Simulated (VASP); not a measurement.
Given:

```
MoP
1.0
    2.99699     0.00000     0.00000
   -1.49850     2.59547     0.00000
    0.00000     0.00000     8.08018
Mo P
2 2
Direct
  0.33333   0.66667   0.03806
  0.66667   0.33333   0.53806
  0.33333   0.66667   0.33694
  0.66667   0.33333   0.83694
```

Calculation: PBEsol GGA, VASP's PBE PAW potentials (set 64) (plane waves; VASP). Settings: 400 eV cut-off, Gaussian smearing of 0.050 eV, potentials Mo_sv P.

Problem. Predict the band gap (along the path) with the smallest direct gap where there is one.

Solution. 
```
Quantity                                                     Result
-------------------------  ----------------------------------------
band gap (along the path)  none (metal, semimetal or under 0.01 eV)
```

The absolute energy has meaning only against runs of the same code, potentials and settings.

The structure was generated: MoP was put into the wurtzite type (P6_3mc), which need not be its known phase. It was relaxed first, which changed the volume by -43 %.
